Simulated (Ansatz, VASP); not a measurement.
**One calculation of ZnRe, two programs**

File INCAR:

```
SYSTEM = ZnRe
PREC     = Accurate       ! precision mode
ENCUT    = 520            ! plane-wave cutoff, eV
EDIFF    = 1E-6           ! SCF threshold, eV
ISMEAR   = -1             ! smearing method
SIGMA    = 0.02           ! smearing width, eV
LREAL    = .FALSE.        ! projectors in reciprocal space
LASPH    = .TRUE.         ! aspherical terms in the spheres
NELM     = 80             ! most SCF steps
ALGO     = Normal         ! electronic algorithm
ISIF     = 2              ! what is computed and relaxed
LWAVE    = .FALSE.        ! write WAVECAR
LCHARG   = .TRUE.         ! write CHGCAR
GGA      = RE             ! functional
LELF     = .TRUE.         ! ELF
LVHAR    = .TRUE.       
NBANDS   = 16             ! bands
```

Contents of KPOINTS:

```
regular mesh
0
G
  8 8 5
  0 0 0
```

POSCAR

```
ZnRe
1.0
    2.7590400000      0.0114900000     -0.0027400000
   -1.3695700000      2.3643500000     -0.0020500000
   -0.0044800000     -0.0064700000      4.5135400000
Zn Re
1 1
Direct
    0.0005185334      0.0130351307      0.0513956260
    0.3758500000      0.7058400000      0.5251400000
```

Input for Ansatz:

```yaml
crystal:
  lattice:
    - [2.75904, 0.01149, -0.00274]
    - [-1.36957, 2.36435, -0.00205]
    - [-0.00448, -0.00647, 4.51354]
  atoms:
    - { symbol: Zn, position: [0.0005185333834858696, 0.013035130692019885, 0.05139562600517319] }
    - { symbol: Re, position: [0.37585, 0.70584, 0.52514] }
basis:
  ecutwfc: 540.0
  xc_grid: 2
kpoints:
  mp_grid:
    grid: [8, 8, 5]
hamiltonian:
  xc: revpbe
scf:
  convergence:
    dr2_threshold: 1.0e-09
  mixing:
    algorithm: anderson
  occupations:
    method: fermi_dirac
    width: 0.02
output:
  forces: true
  stress: true
```

The cell comes from a database or a generator and needn't be the stable form of this composition.

Alike in both runs: task single point; functional revPBE; k mesh 8 × 8 × 5; occupations fermi-dirac, width 0.02 eV; no spin polarisation.

|  | VASP | Ansatz |
| --- | --- | --- |
| version | VASP 6.6.1 | Ansatz 0.2.0 |
| potentials or method | VASP PAW PBE potentials, release 64 (Zn, Re) | plane waves, PAW |
| plane-wave cutoff (eV) | 520 | 540 |
| valence electrons in the cell | 19 | 27 |

VASP gave:

* pressure (GPa): 2.0
* largest component of the traceless stress (GPa): 1.28
* rms of the force components (eV/Å): 0.669

Q: Which values does Ansatz return?

A: Pressure (GPa): 2.0; largest component of the traceless stress (GPa): 1.49; rms of the force components (eV/Å): 0.664.

Atom by atom the forces differ by 0.005 eV/Å (rms over components). The two sets of potentials don't hold the same shells in valence. Ansatz warned: «stress_scf_threshold_loose».

Caveats: the PAW data sets were made with another functional, which shifts forces and pressure a little (VASP). The runs have no spin-orbit coupling, so splittings on Re are missing.
